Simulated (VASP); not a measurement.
An input for Quantum ESPRESSO's pw.x (written as the equivalent of a VASP run, and not itself run):

```
&CONTROL
  calculation = 'vc-relax'
  pseudo_dir = './pseudo'
  outdir = './out'
  tprnfor = .true.
  tstress = .true.
  nstep = 60
  forc_conv_thr = 0.00078
/
&SYSTEM
  ibrav = 0
  nat = 3
  ntyp = 2
  ecutwfc = 84
  occupations = 'smearing'
  smearing = 'methfessel-paxton'
  degauss = 0.00735
  input_dft = 'pw91'
/
&ELECTRONS
  conv_thr = 7.3e-08
  electron_maxstep = 100
/
&IONS
/
&CELL
/
ATOMIC_SPECIES
  Mg 24.305 Mg.upf
  B 10.810 B.upf
CELL_PARAMETERS angstrom
     1.5383779   -2.6645482   -0.0000000
     1.5383779    2.6645482    0.0000000
     0.0000000   -0.0000000    3.5005661
ATOMIC_POSITIONS crystal
  Mg   1.0000000  0.0000000  0.0000000
  B    0.3333330  0.6666670  0.5000000
  B    0.6666670  0.3333330  0.5000000
K_POINTS automatic
  10 10 8 0 0 0
```

### Question
Write the VASP files for the same calculation (PW91).

### Answer
One answer among several that fit: 
**POSCAR**
```
MgB2
1
    1.5383779060    -2.6645482032    -0.0000000000
    1.5383779060     2.6645482032     0.0000000000
    0.0000000000    -0.0000000000     3.5005661134
Mg B
1 2
Direct
  1.0000000000   0.0000000000   0.0000000000
  0.3333330000   0.6666670000   0.5000000000
  0.6666670000   0.3333330000   0.5000000000
```

**INCAR**
```
SIGMA = 0.1
EDIFF = 1E-6
PREC = Accurate
IBRION = 2   # conjugate gradients
LREAL = .FALSE.
ISMEAR = 1
LASPH = .TRUE.
ISIF = 3   # ions, shape and volume
ENCUT = 520   # plane-wave cut-off (eV)
SYSTEM = MgB2
NSW = 60   # most ionic steps
EDIFFG = -0.02
LCHARG = .FALSE.
LWAVE = .FALSE.
NELM = 100   # most electronic steps
GGA = 91
ALGO = Normal   # blocked Davidson
```

**KPOINTS**
```
Automatic mesh
0
Gamma
 10 10 8
0 0 0
```

POTCAR, in this order: Mg B (PBE.64 set). Program: vasp_std.

The two are equivalent in intent, not identical: the potentials are each code's own (VASP's PAW set, PseudoDojo norm-conserving files in pw.x), so ENCUT and ecutwfc are chosen apart and not converted; conv_thr bounds pw.x's estimated SCF error, while EDIFF bounds the energy change between steps; forc_conv_thr acts on force components and is met together with etot_conv_thr.

The compound is MgB2 in the AlB2 type structure. This run relaxes it. Symmetry was kept, so distortions that lower it aren't found. The start is the result of an earlier pass.
